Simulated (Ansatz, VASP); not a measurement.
# AlGeW (AlGeW in the AlB2 type) in two plane-wave programs

Aim: how closely do two programs agree when they are given the same cell, functional and k mesh? The cell is generated by rule, not measured, and may not be a known phase. The cell is taken from a series of runs on this material, whose earlier steps may have relaxed, scaled, displaced or heated it; both programs get it as it stands.

Program: Ansatz 0.2.0. Level of theory: plane waves, with VASP 6.6.1 beside it; relaxation of cell and atoms at PBE and zone-centre phonons at PBE. Results are calculated unless marked as measured.

The structure was built from a prototype and need not be the compound's stable phase.

### 1. Set-up

It takes space group P-6m2 (No. 187, hexagonal). The conventional cell has a = 4.517 Å, b = 4.517 Å, c = 2.664 Å, α = 90.00°, β = 90.00°, γ = 120.00°. Nearest to W lie 2 W at 2.66 Å and 6 Ge at 2.93 Å and 6 Al at 2.93 Å. Al has 3 Ge at 2.61 Å and 2 Al at 2.66 Å and 6 W at 2.93 Å nearest. Ge has 3 Al at 2.61 Å and 2 Ge at 2.66 Å and 6 W at 2.93 Å nearest. Farther neighbours are not listed.

As a file:

```cif
data_structure
_symmetry_space_group_name_H-M 'P 1'
_symmetry_Int_Tables_number 1
_cell_length_a 4.5174
_cell_length_b 4.5174
_cell_length_c 2.6641
_cell_angle_alpha 90.000
_cell_angle_beta 90.000
_cell_angle_gamma 120.000
_cell_volume 47.08
loop_
_atom_site_label
_atom_site_type_symbol
_atom_site_fract_x
_atom_site_fract_y
_atom_site_fract_z
_atom_site_occupancy
W1 W 0.00000 0.00000 0.00000 1
Al2 Al 0.33333 0.66667 0.50000 1
Ge3 Ge 0.66667 0.33333 0.50000 1
```

### 2. Ansatz: relaxation of cell and atoms, PBE, pair 1

Ansatz runs on its PAW soft_1 files.

The relaxed volume is the usual yardstick between codes: in a stiff, nearly cubic crystal its relative difference is about their pressure difference at one cell divided by the bulk modulus.

File input.yaml:

```yaml
crystal:
  lattice:
    - [4.5174369111, 3.3225e-06, 0.0]
    - [-2.2587213329, 3.9122134637, 0.0]
    - [0.0, 0.0, 2.6640579789]
  atoms:
    - { symbol: W, position: [0.0, 0.0, 0.0] }
    - { symbol: Al, position: [0.3333333333, 0.6666666667, 0.5] }
    - { symbol: Ge, position: [0.6666666667, 0.3333333333, 0.5] }
kpoints:
  mp_grid: { grid: [9, 9, 12] }
hamiltonian:
  xc: pbe
  pseudopotentials: { kind: paw, azcp: { folder: soft_1 } }
scf:
  occupations: { method: gaussian, width: 0.1 }
output:
  forces: true
  stress: true
  eigenvalues: true
relax:
  adjacent_minimum: "off"
  f_tol: 0.005
  max_steps: 80
  cell: { stress_tol: 0.05 }
```

Launch:

```sh
ansatz run input.yaml --threads 4 --pin off --max-ram 12288MiB --backend cpu --events-out ev --progress --plain --runs-dir out
```

Numbers of over 12 decimals in the logs are rounded to 6 here.

What it wrote:

```text
Engine: ansatz 0.2.0, aarch64-unknown-linux-gnu
Pseudopotentials: kind: paw
Pseudopotential: W, paw, valence charge 14, recommended cutoff 420 eV (normal), soft_1/W.paw.azcp
Pseudopotential: Al, paw, valence charge 3, recommended cutoff 420 eV (normal), soft_1/Al.paw.azcp
Pseudopotential: Ge, paw, valence charge 14, recommended cutoff 420 eV (normal), soft_1/Ge.paw.azcp
Functional definition: PBE
  parameter kappa = 0.804
  parameter beta = 0.066725
  exchange = pbe_x(kappa = kappa, mu = beta*pi^2/3)
  correlation = pbe_c(beta = beta)
Crystal: 3 atoms, lattice volume = 47.082 Å³
Basis set: ecut = 420 eV, 927 PW (Γ), exchange–correlation on 64×64×36 points (8 copies of the dense FFT grid, shifted against one another)
Bands: 20, of which v1, the nominal top of the filled ones, is band 16 counted from 1 (15 counted from 0)
Symmetry: 12 space group operations
Space group: P-6m2 (ITA 187), of the structure as read, at distance tolerance 3.6e-5 Å
k-points: 84 of 972 (time reversal used)
Non-local potential: W, projectors of the file, l = 0: 3, l = 1: 2, l = 2: 2, l = 3: 1
Non-local potential: Al, projectors of the file, l = 0: 2, l = 1: 2, l = 2: 1
Non-local potential: Ge, projectors of the file, l = 0: 2, l = 1: 2, l = 2: 3, l = 3: 1
PAW form: soft (Blöchl's): semilocal exchange-correlation on the pseudo side does not see the compensation charge
PAW one-centre angular grid: W, 590 points (default); XC on 64 Gauss nodes
PAW one-centre angular grid: Al, 110 points (default); XC on 64 Gauss nodes
PAW one-centre angular grid: Ge, 590 points (default); XC on 64 Gauss nodes
Initial density: superposition of atomic densities (chi_scale 0.1, normalization cell, long waves kept (reshape's long-wave potential 0.00 eV rms))
Initial wavefunctions: pseudopotential atomic-orbital guess
Functional: x = pbe(κ = 0.804, μ = 0.219515), c = pbe(β = 0.066725)
SCF iter   1: F=—  HF=-15217.953319 eV  |F-HF|=—  |Δ(HF+E_count)|=         —  Δρ=5.71e-2  dr2=2.13e0  ethr=3.10e-3  ⟨swp⟩=5.1  Hψ=7279  notcnv=0
preconditioner: auto → none  [metal: Δε(μ)=0.026 eV  Ē_g=16.189 eV  σ=0.100 eV  W_gap=0.15  n_scr=8 (ndim 8)  ℏωp=26.0 eV  f_vac=0.000  D(μ)=1.95/eV (n_scr^D=8)  sad-step TF]
SCF iter   2: F=—  HF=-15217.677597 eV  |F-HF|=—  |Δ(HF+E_count)|=   2.76e-1  Δρ=3.75e-2  dr2=9.98e-1  ethr=3.10e-3  ⟨swp⟩=2.0  Hψ=2675  notcnv=0  defer=13
SCF iter   3: F=—  HF=-15217.452321 eV  |F-HF|=—  |Δ(HF+E_count)|=   2.25e-1  Δρ=2.24e-3  dr2=1.57e-3  ethr=3.10e-3  ⟨swp⟩=2.0  Hψ=2320  notcnv=0  defer=13
SCF iter   4: F=—  HF=-15217.452528 eV  |F-HF|=—  |Δ(HF+E_count)|=   2.07e-4  Δρ=8.00e-4  dr2=1.69e-4  ethr=5.05e-6  ⟨swp⟩=2.0  Hψ=3535  notcnv=0  defer=15
SCF iter   5: F=—  HF=-15217.452480 eV  |F-HF|=—  |Δ(HF+E_count)|=   4.80e-5  Δρ=2.10e-4  dr2=2.05e-5  ethr=5.46e-7  ⟨swp⟩=2.0  Hψ=2632  notcnv=0  defer=15
SCF iter   6: F=—  HF=-15217.452483 eV  |F-HF|=—  |Δ(HF+E_count)|=   3.93e-6  Δρ=5.94e-5  dr2=1.08e-6  ethr=6.63e-8  ⟨swp⟩=2.0  Hψ=2616  notcnv=0  defer=15
SCF iter   7: F=-15217.452484 eV  HF=-15217.452484 eV  |F-HF|=8.03e-9  |Δ(HF+E_count)|=   2.23e-7  Δρ=9.64e-6  dr2=1.31e-8  ethr=3.23e-10  ⟨swp⟩=5.7  Hψ=6976  notcnv=0
SCF 1 converged in 7 iterations: F = -15217.452484 eV  dr2 = 1.31e-8
  greatest PAW one-centre occupation: 0.999 electrons in one spin orbital (limit 2), on the W atom at site 0 (counted from 0), in its partial waves of l = 0
relax step   1: F+E_penalty+E_count = -15217.45248373 eV  Δ(F+E_penalty+E_count) = +0.000e0 eV  max|allowed force component| = 2.159e-17 eV/Å  Δτ_max = 0.0000 Å  P = +0.223 GPa  Ω = 47.082 Å³  (7 SCF iters, dr2 threshold 1.00e-7 eV, accepted)
[...]
relax step   2: F+E_penalty+E_count = -15217.45247733 eV  Δ(F+E_penalty+E_count) = +6.399e-6 eV  max|allowed force component| = 2.005e-17 eV/Å  Δτ_max = 0.0000 Å  P = -0.214 GPa  Ω = 47.197 Å³  energy of the carried Pulay correction = -4.379e-5 eV  (6 SCF iters, dr2 threshold 3.00e-7 eV, accepted)
[...]
relax step   3: F+E_penalty+E_count = -15217.45255375 eV  Δ(F+E_penalty+E_count) = -7.642e-5 eV  max|allowed force component| = 3.084e-17 eV/Å  Δτ_max = 0.0000 Å  P = -0.005 GPa  Ω = 47.139 Å³  energy of the carried Pulay correction = -2.183e-5 eV  (6 SCF iters, dr2 threshold 3.00e-7 eV, accepted)
[...]
relax step   4: F+E_penalty+E_count = -15217.45258312 eV  Δ(F+E_penalty+E_count) = -2.938e-5 eV  max|allowed force component| = 2.467e-17 eV/Å  Δτ_max = 0.0000 Å  P = -0.004 GPa  Ω = 47.139 Å³  stress off target by 6.98e-3 GPa  SCF on the basis re-selected at this cell (its energy is not comparable with the rows above)  (8 SCF iters)
basis re-selected at this cell: Δ(F+E_penalty+E_count) = -2.938e-5 eV, ΔP = +0.000 GPa vs the last step (what re-selecting the basis moved, of the pressure what is left beyond the Pulay correction that the steps carried, after the strain that the cell walked since its last selection, with what the two solves' SCF thresholds leave and, on support functions, any second-order correction that the steps lacked; it is no m [...]
SCF converged after 8 iterations
Free energy (F): -15217.452583 eV
Harris-Foulkes:  -15217.452583 eV  (|F-HF|=7.28e-12)
Internal energy: -15217.443733 eV  (E = F + TS)
E sigma→0 (E₀):  -15217.448158 eV
Entropy (-TS):   -0.008850 eV (-2.950 meV/atom)
Fermi energy:    15.110782 eV
--- Per-component energies (eV) ---
  E_band       = -218.044533
  E_kinetic    = 538.885532
  E_local      = -2926.155089  (includes V_loc(G=0)·N_el)
  E_nonlocal   = 202.613291
  E_hartree    = 1374.788876
  E_xc         = -377.732280
  E_vxc        = -326.639769  (∫ρ·V_xc dr)
  E_paw        = -11060.148394  (= ΣΔE_a)
  E_vpaw       = -456.326406  (= ΣTr[D̂ρ^β])
  E_aug_tail   = 0.000156  (compensation charges beyond the density's cutoff)
  E_ewald      = -2969.695825
  E_smearing   = -0.008850  (= −TS)
  E_closure    = 0.000000  (closes the sum)
  Σ components = -15217.452583   (vs F -15217.452583, Δ=0.00e0)
--- Forces (eV/Å), atoms counted from 1 ---
  atom   1  W     -0.00000000     0.00000000    -0.00000000
  atom   2  Al     0.00000000    -0.00000000    -0.00000000
  atom   3  Ge    -0.00000000     0.00000000    -0.00000000
  max |Σ_I F_I| component: 3.24e-17 eV/Å
--- Stress (GPa, compression-positive) ---
       -0.006976      -0.000000       0.000000
       -0.000000      -0.006976      -0.000000
        0.000000      -0.000000       0.000559
  P = ⅓ Tr σ = -0.0045 GPa (-0.045 kbar)
--- Band table (eV; the first three rows and the last of 84) ---
  k-point 0: bands = [... 12 lower, 10.7252, 11.5069, 14.7177, 14.7177, 17.5376, 17.5376, 19.1492, 19.1492]
  k-point 1: bands = [... 12 lower, 11.0272, 11.6773, 14.3877, 14.3877, 17.7575, 17.7575, 19.1228, 19.1228]
  k-point 2: bands = [... 12 lower, 11.7164, 12.2701, 13.6440, 13.6440, 17.7831, 18.1811, 18.1811, 19.0717]
  k-point 83: bands = [... 12 lower, 11.8891, 12.6075, 13.6889, 14.2436, 15.9894, 16.2597, 16.7772, 21.2587]
--- Relaxed structure (3 steps of the walk, 3 accepted, 1 SCFs on fresh bases) ---
  F+E_penalty+E_count = -15217.45258312 eV   max|allowed force component| = 2.467e-17 eV/Å   (the final SCF, on the basis selected at the relaxed cell)
  cell:  # Å, volume = 47.1389 Å³
    - [4.517398, 3.3224598697482058e-6, 0]
    - [-2.258702, 3.912179, 0]
    - [0, 0, 2.667302]
  atoms:
    - { symbol: W, position: [0, 0, 0] }
    - { symbol: Al, position: [0.333333, 0.666667, 0.500000] }
    - { symbol: Ge, position: [0.666667, 0.333333, 0.500000] }
```

Reading the cycles: dr2 is the Hartree energy of the density residual (eV), the measure of convergence; HF is the Harris–Foulkes estimate of the energy, which meets the free energy F at convergence.

### 3. VASP: relaxation of cell and atoms, PBE, pair 1

The same cell, functional, mesh and smearing now go to VASP, with its own data sets.

Lines of VASP's logs that name or quote its potential files are left out, and so is its time.

File INCAR:

```
SYSTEM = AlGeW
PREC = Accurate
ENCUT = 600
EDIFF = 1E-07
NELM = 120
ISMEAR = 0
SIGMA = 0.1
LREAL = .FALSE.
ALGO = Normal
GGA = PE
NBANDS = 17
LASPH = .TRUE.
LORBIT = 11
LWAVE = .FALSE.
LCHARG = .FALSE.
ISIF = 3
IBRION = 2
NSW = 80
EDIFFG = -0.005
GGA_COMPAT = .FALSE.
NELMIN = 4
KPAR = 2
```

File POSCAR:

```
AlGeW
1.0
    4.5174370000      0.0000030000      0.0000000000
   -2.2587210000      3.9122130000      0.0000000000
    0.0000000000      0.0000000000      2.6640580000
W Al Ge
1 1 1
Direct
    0.0000000000      0.0000000000      0.0000000000
    0.3333333333      0.6666666667      0.5000000000
    0.6666666667      0.3333333333      0.5000000000
```

File KPOINTS:

```
Automatic mesh
0
Gamma
9 9 12
0 0 0
```

The projector-augmented-wave data sets are W, Al and Ge_d (PBE family, release 64).

Launch:

```sh
mpirun -np 2 vasp_std
```

What it wrote:

```text
[banner, memory and clock lines left out]
running    2 mpi-ranks, on    1 nodes
 distrk:  each k-point on    1 cores,    2 groups
 distr:  one band on    1 cores,    1 groups

 POSCAR found type information on POSCAR W AlGe
 POSCAR found :  3 types and       3 ions
 LDA part: xc-table for (Slater+PW92), standard interpolation
 POSCAR, INCAR and KPOINTS ok, starting setup
 FFT: planning ... GRIDC
 FFT: planning ... GRID_SOFT
 FFT: planning ... GRID
 WAVECAR not read
 entering main loop
       N       E                     dE             d eps       ncg     rms          rms(c)
DAV:   1     0.132675142984E+03    0.13268E+03   -0.11970E+04  3123   0.294E+03
DAV:   2    -0.356379562440E+01   -0.13624E+03   -0.13255E+03  3144   0.543E+02
DAV:   3    -0.207230479865E+02   -0.17159E+02   -0.16683E+02  3629   0.120E+02
DAV:   4    -0.212594544002E+02   -0.53641E+00   -0.53330E+00  3520   0.219E+01
DAV:   5    -0.212691479953E+02   -0.96936E-02   -0.96874E-02  3863   0.327E+00    0.173E+01
DAV:   6    -0.205025617154E+02    0.76659E+00   -0.50365E+00  3735   0.864E+00    0.625E+00
DAV:   7    -0.203610540382E+02    0.14151E+00   -0.78758E-01  3753   0.676E+00    0.485E+00
DAV:   8    -0.203149886665E+02    0.46065E-01   -0.14620E-01  3359   0.210E+00    0.285E-01
DAV:   9    -0.203137348853E+02    0.12538E-02   -0.96363E-03  3792   0.139E+00    0.194E-01
DAV:  10    -0.203136359283E+02    0.98957E-04   -0.55740E-04  3552   0.172E-01    0.747E-02
DAV:  11    -0.203136411365E+02   -0.52082E-05   -0.73423E-05  3772   0.860E-02    0.196E-02
DAV:  12    -0.203136420430E+02   -0.90658E-06   -0.47347E-06  3685   0.291E-02    0.675E-03
DAV:  13    -0.203136423986E+02   -0.35559E-06   -0.11777E-06  3531   0.740E-03    0.125E-03
DAV:  14    -0.203136422229E+02    0.17572E-06   -0.53341E-08  1702   0.222E-03    0.832E-04
DAV:  15    -0.203136420990E+02    0.12395E-06   -0.16168E-08  1583   0.115E-03    0.429E-04
DAV:  16    -0.203136421312E+02   -0.32195E-07   -0.22174E-09  1540   0.518E-04
   1 F= -.20313642E+02 E0= -.20309220E+02  d E =-.203136E+02
[...]
2 F= -.20313454E+02 E0= -.20309032E+02  d E =0.188623E-03
[...]
3 F= -.20313965E+02 E0= -.20309545E+02  d E =-.323161E-03
[...]
4 F= -.20313965E+02 E0= -.20309544E+02  d E =-.322737E-03
 curvature:  -0.21 expect dE=-0.219E-05 dE for cont linesearch -0.555E-06
 ZBRENT: accuracy reached
 trial: gam=-0.03548 g(F)=  0.745E-45 g(S)=  0.103E-04 ort = 0.611E-04 (trialstep = 0.885E+00)
 search vector abs. value=  0.772E-05
 bond charge predicted
       N       E                     dE             d eps       ncg     rms          rms(c)
DAV:   1    -0.203139868840E+02   -0.21986E-04   -0.45422E-04  3380   0.229E-01    0.260E-02
DAV:   2    -0.203139732995E+02    0.13584E-04   -0.21561E-05  4061   0.567E-02    0.143E-02
DAV:   3    -0.203139680887E+02    0.52108E-05   -0.68632E-06  4031   0.342E-02    0.462E-03
DAV:   4    -0.203139677724E+02    0.31628E-06   -0.11923E-06  3939   0.936E-03    0.195E-03
DAV:   5    -0.203139677980E+02   -0.25614E-07   -0.12167E-07  1513   0.452E-03
   5 F= -.20313968E+02 E0= -.20309556E+02  d E =-.293020E-05
 trial-energy change:   -0.000003  1 .order   -0.000003   -0.000007    0.000001
 step:   0.7705(harm=  0.7705)  dis= 0.00000  next Energy=   -20.313968 (dE=-0.312E-05)
 reached required accuracy - stopping structural energy minimisation
```

From OUTCAR (step 3):

```text
ion  position               nearest neighbor table
   1  0.000  0.000  0.000-   2 2.93   2 2.93   3 2.93   3 2.93   2 2.93   3 2.93   2 2.93   3 2.93
                             3 2.93   3 2.93   2 2.93   2 2.93
   2  0.333  0.667  0.500-   3 2.61   3 2.61   3 2.61   1 2.93   1 2.93   1 2.93   1 2.93   1 2.93
                             1 2.93
   3  0.667  0.333  0.500-   2 2.61   2 2.61   2 2.61   1 2.93   1 2.93   1 2.93   1 2.93   1 2.93
                             1 2.93

  LATTYP: Found a hexagonal cell.
 ALAT       =     4.5174370000
 C/A-ratio  =     0.5897277593

 Subroutine GETGRP returns: Found 12 space group operations
 (whereof 12 operations were pure point group operations)

The static configuration has the point symmetry D_3h.

 Found     84 irreducible k-points:

   k-points           NKPTS =     84   k-points in BZ     NKDIM =     84   number of bands    NBANDS=     17

   dimension x,y,z NGX =    36 NGY =   36 NGZ =   24
   dimension x,y,z NGXF=    72 NGYF=   72 NGZF=   48

   ENCUT  =  600.0 eV  44.10 Ry    6.64 a.u.   9.02  9.02  5.32*2*pi/ulx,y,z

   NELECT =      23.0000    total number of electrons

 k-points in reciprocal lattice and weights: Automatic mesh
   0.00000000  0.00000000  0.00000000       0.001
   0.11111111 -0.00000000  0.00000000       0.006
   0.22222222  0.00000000  0.00000000       0.006
   0.33333333 -0.00000000  0.00000000       0.006
   0.44444444  0.00000000  0.00000000       0.006
   0.11111111  0.11111111  0.00000000       0.006
   0.22222222  0.11111111  0.00000000       0.012
   0.33333333  0.11111111  0.00000000       0.012
   0.44444444  0.11111111  0.00000000       0.006
[...]
0.33333333  0.22222222  0.50000000       0.012
   0.33333333  0.33333333  0.50000000       0.002

 average (electrostatic) potential at core
       1 -37.2547       2 -71.9508       3 -71.1396

 E-fermi :   8.5516

 k-point     1 :       0.0000    0.0000    0.0000
  band No.  band energies     occupation
    ...
      8       3.3241      2.00000
      9       4.1509      2.00000
     10       4.9406      2.00000
     11       8.1548      2.00000
     12       8.1548      2.00000
     13      10.9771      0.00000
     14      10.9771      0.00000
     15      12.5863      0.00000
     16      12.5863      0.00000
     17      13.2928      0.00000

 k-point     2 :       0.1111   -0.0000    0.0000
  band No.  band energies     occupation
    ...
      8       3.3831      2.00000
      9       4.2900      2.00000
     10       5.7368      2.00000
     11       7.6866      2.00000
     12       8.0043      2.00000
     13      10.9178      0.00000
     14      10.9695      0.00000
     15      12.7193      0.00000
     16      12.7848      0.00000
     17      13.9807      0.00000

 k-point     3 :       0.2222    0.0000    0.0000
  band No.  band energies     occupation
    ...
      8       3.5446      2.00000
      9       4.0634      2.00000
     10       6.6611      2.00000
     11       7.5693      2.00000
     12       7.6363      2.00000
     13      10.7799      0.00000
     14      10.9506      0.00000
     15      12.7936      0.00000
     16      13.3083      0.00000
     17      15.6495      0.00000

  Total       -0.0012582     -0.0012582     -0.0078858     -0.0000000      0.0000000      0.0000000
  in kB       -0.0429718     -0.0429718     -0.2693246     -0.0000000      0.0000000      0.0000000
  external PRESSURE =      -0.1184228 kB  Pullay stress =       0.0000000 kB

  energy-cutoff  :      600.00
  volume of cell :       46.91
      direct lattice vectors                 reciprocal lattice vectors
     4.512164813  0.000002996 -0.000000000     0.221623025  0.127954327  0.000000000
    -2.256084904  3.907647156  0.000000000    -0.000000170  0.255908371  0.000000000
     0.000000000 -0.000000000  2.660600167     0.000000000  0.000000000  0.375855047

 POSITION                                       TOTAL-FORCE (eV/Angst)
 -----------------------------------------------------------------------------------
      0.00000      0.00000      0.00000         0.000000     -0.000000     -0.000000
     -0.00000      2.60510      1.33030         0.000000     -0.000000     -0.000000
      2.25608      1.30255      1.33030        -0.000000      0.000000      0.000000
 -----------------------------------------------------------------------------------
    total drift:                                0.000000     -0.000002      0.000000

  FREE ENERGIE OF THE ION-ELECTRON SYSTEM (eV)
  ---------------------------------------------------
  free  energy   TOTEN  =       -20.3139677980 eV

  energy  without entropy=      -20.3051442235  energy(sigma->0) =      -20.30955601

 reached required accuracy - stopping structural energy minimisation

 total charge
# of ion       s       p       d       tot
------------------------------------------
    1        0.590   0.507   4.153   5.250
    2        0.400   0.388   0.000   0.788
    3        1.154   1.154  10.091  12.399
--------------------------------------------------
tot          2.144   2.049  14.244  18.437

[... 3 further parts left out ...]
```

CONTCAR:

```
AlGeW
   1.00000000000000
     4.5121648127050618    0.0000029963666816   -0.0000000000000000
    -2.2560849035492412    3.9076471561426436    0.0000000000000000
     0.0000000000000000   -0.0000000000000000    2.6606001672776842
  W               Al              Ge
     1     1     1
Direct
     0.0000000000000000    0.0000000000000000    0.0000000000000000
     0.3333333332999970    0.6666666667000030    0.5000000000000000
     0.6666666667000030    0.3333333332999970    0.5000000000000000
```

This run has no spin polarisation. Its electron count is odd, so without a moment it is a metal by construction. The run keeps the 12 symmetry operations of its start, so it cannot find a distortion of lower symmetry.

### 4. Comparison

Known differences besides the potentials themselves: the data sets hold 31 valence electrons in Ansatz (on its PAW soft_1 files) and 23 in VASP; the cutoff is 420 eV in Ansatz and 600 eV in VASP; Ansatz adds a Pulay correction to the stress that steers its cell, VASP none. Total energies have different zeros and are not compared.

Both answers:

| quantity | Ansatz | VASP | difference |
| --- | --- | --- | --- |
| volume (Å³) | 47.14 | 46.91 | +0.48 % |
| edge a after relaxation, in the typed setting (Å) | 4.517 | 4.512 | +0.12 % |
| edge c after relaxation, in the typed setting (Å) | 2.667 | 2.661 | +0.25 % |

(Part 1 of 2 ends here.)

[Lines on the potential files, build, host, timing and source positions are cut from VASP's logs without a mark.]

[Logs are printed without paths, hosts, clocks, repeated set-up lines and the standing remarks that a program may print on its own settings, such as how far it seeks lower states.]

[Hosts, paths, dates, database ids (printed as entryN), source tags and the programs' standing remarks are cut or masked in the printed files.]
